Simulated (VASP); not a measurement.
Energy against volume of Ta (bcc). These are PW91 GGA, VASP's PBE PAW potentials (set 64) (plane waves; VASP 6.6.1) values and carry that method's errors. Numerical set-up: 520 eV cut-off, 15×15×15 Γ-centred mesh, first-order Methfessel-Paxton smearing of 0.10 eV, potentials Ta_pv.

```
V (Å³/atom)  E (eV/atom)
-----------  -----------
17.251         -11.69090
17.801         -11.72331
18.352         -11.73212
18.903         -11.72074
```

Problem. Fit these four points and predict the energy of the run at 19.453 Å³/atom.

Solution. A cubic in V^(−2/3), the third-order Birch-Murnaghan form, passes through the four points with V0 = 18.30 Å³/atom and B0 = 197 GPa, and gives -11.6922 eV/atom there. The run gave -11.6924 eV/atom, -0.2 meV/atom from the fit; all five points give B0 = 197 GPa.

The compound is Ta in the bcc structure. It was relaxed first.
